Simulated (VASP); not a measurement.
Energy against volume of Sn (beta). Calculation: PBE GGA with D3 dispersion (zero damping), VASP's PBE PAW potentials (set 64) (plane waves; VASP). Run with 520 eV cut-off, 13×13×13 Γ-centred mesh, first-order Methfessel-Paxton smearing of 0.10 eV, potentials Sn_d.

Shape and ions are relaxed at each volume.

```csv
V (Å³/atom),E (eV/atom)
26.122,-3.98517
26.956,-3.99925
27.789,-4.00373
28.623,-4.00017
```

Task: Fit these four points and predict the energy of the run at 29.457 Å³/atom.

Result: A cubic in V^(−2/3), the third-order Birch-Murnaghan form, passes through the four points with V0 = 27.81 Å³/atom and B0 = 51 GPa, and gives -3.9899 eV/atom there. The run gave -3.9899 eV/atom, -0.1 meV/atom from the fit; all five points give B0 = 51 GPa.

The compound is Sn in the beta structure. It was relaxed first.
